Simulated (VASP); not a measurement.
Input of a VASP 6.6.1 run:

The input INCAR:

```
SYSTEM = BiSBr
  PREC = Accurate
  ENCUT = 520
  EDIFF = 1E-7
  ISMEAR = -1
  SIGMA = 0.05
  LREAL = .FALSE.
  LASPH = .TRUE.
  NELM = 100
  ALGO = Fast
  ISIF = 2
  LWAVE = .FALSE.
  LCHARG = .TRUE.
  GGA = PE
  LELF = .TRUE.
  LVHAR = .TRUE.
  NBANDS = 68
```

File KPOINTS:

```
regular mesh
0
G
  2 3 2
  0 0 0
```

POSCAR

```
BiSBr
1.0
    7.7834530000      0.3408120000     -1.1233010000
    0.4718280000      5.9941940000      0.0278260000
   -0.3644980000      0.0227010000      7.5072460000
Bi Br S
4 4 4
Direct
    0.4838373945      0.2379404186      0.7476490179
    0.9204883302      0.7641607956      0.1860479760
    0.2450054359      0.7334322094      0.5600748086
    0.2509024475      0.0976474739      0.2080319243
    0.5797898800      0.7116092537      0.8812269257
    0.8579344869      0.2905641004      0.0072703666
    0.7378419428      0.0197322387      0.4831392927
    0.9324254059      0.6838470135      0.7678766173
    0.2711878637      0.5203489549      0.9779894476
    0.9889518103      0.3534536916      0.4520663576
    0.5190128053      0.6745287841      0.2373383216
    0.0991737126      0.1399245351      0.7813135989
```

Potentials or basis: VASP PAW PBE potentials, release 64 (Bi_d, Br, S).

Launch:

```sh
$ cat potpaw_PBE.64/Bi_d/POTCAR potpaw_PBE.64/Br/POTCAR potpaw_PBE.64/S/POTCAR > POTCAR
$ mpirun -np 1 vasp_std > vasp.out
```

(1) Estimate the largest force.

(2) What does it give for the pressure?

## Answers

(1) 2.206 eV/Å.

(2) -2.4 GPa.

Caveat: the k mesh is coarse (spacing up to 0.43 Å⁻¹), so the values aren't converged.
